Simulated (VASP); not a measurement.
Data:

```yaml
crystal:
  lattice:
    - [0.00000, 3.33941, 3.33941]
    - [3.33941, 0.00000, 3.33941]
    - [3.33941, 3.33941, 0.00000]
  atoms:
    - { symbol: Hg, position: [0.00000, 0.00000, 0.00000] }
    - { symbol: Te, position: [0.25000, 0.25000, 0.25000] }
```

Level of theory: PBE GGA with D3 dispersion (Becke-Johnson damping), VASP's PBE PAW potentials (set 64) (plane waves; VASP). Settings: 520 eV cut-off, 10×10×10 Γ-centred mesh, first-order Methfessel-Paxton smearing of 0.10 eV, potentials Hg Te.

Q: Give the stress tensor in GPa (positive for a compressed cell).

A: 
```
-2.02   0.00   0.00
 0.00  -2.02   0.00
 0.00   0.00  -2.02
```
The pressure is its mean diagonal, -2.02 GPa.

The compound is HgTe in the zinc blende structure. This cell is one point of a volume scan, at 1.06 of the reference volume.
